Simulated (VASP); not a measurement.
```yaml
crystal:
  lattice:
    - [0.00000, 3.03138, 3.03138]
    - [3.03138, 0.00000, 3.03138]
    - [3.03138, 3.03138, 0.00000]
  atoms:
    - { symbol: Sn, position: [0.00000, 0.00000, 0.00000] }
    - { symbol: S, position: [0.25000, 0.25000, 0.25000] }
    - { symbol: S, position: [0.75000, 0.75000, 0.75000] }
```

The base run (VASP): PBE GGA, plane waves, VASP's PBE PAW potentials (set 64). Run with 400 eV cut-off, 6×6×6 Γ-centred mesh, Gaussian smearing of 0.050 eV, potentials Sn_d S.

One setting is varied; ΔE counts from the most expensive setting. The base run took about 20 core-seconds. The timings are rough (shared machines, no repeats); factors under 2 mean little.

Pressures at a finite cut-off, here 400 eV, hold a Pulay part, which wasn't tested here.

```tsv
setting	cost over the base run	electronic steps	ΔE (meV/atom)	pressure (GPa)
KPOINTS 1×1×1 Γ-centred mesh	about 1/3	14	3496.4	36.50
KPOINTS 3×3×3 Γ-centred mesh	within a factor of 2	13	-47.8	19.86
KPOINTS 4×4×4 Γ-centred mesh	within a factor of 2	14	-2.4	20.54
base run	reference	12	-1.7	20.32
KPOINTS 8×8×8 Γ-centred mesh	within a factor of 2	13	-0.3	20.46
KPOINTS 10×10×10 Γ-centred mesh	about 2 times	12	-0.5	20.13
KPOINTS 11×11×11 Γ-centred mesh	about 3 times	13	0.0	20.10
```

Left out are runs that failed, have no time on record or changed the cell.

The structure was generated: SnS2 was put into the fluorite type (Fm-3m), which need not be its known phase. The cell was not relaxed at this level.
